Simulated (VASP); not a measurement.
Given:

```
NaCl
1.0
    0.00000     2.90025     2.90025
    2.90025     0.00000     2.90025
    2.90025     2.90025     0.00000
Na Cl
1 1
Direct
  0.00000   0.00000   0.00000
  0.50000   0.50000   0.50000
```

All values below come from PBE GGA, VASP's PBE PAW potentials (set 64) (plane waves; VASP 6.6.1). Run with 520 eV cut-off, 8×8×8 Γ-centred mesh, Gaussian smearing of 0.050 eV, potentials Na_pv Cl.

Question: Give the stress tensor in GPa (positive for a compressed cell).

Answer: 
```
-1.17   0.00   0.00
 0.00  -1.17   0.00
 0.00   0.00  -1.17
```
The pressure is its mean diagonal, -1.17 GPa.

The compound is NaCl in the rock salt structure. This cell is one point of a volume scan, at 1.06 of the reference volume.
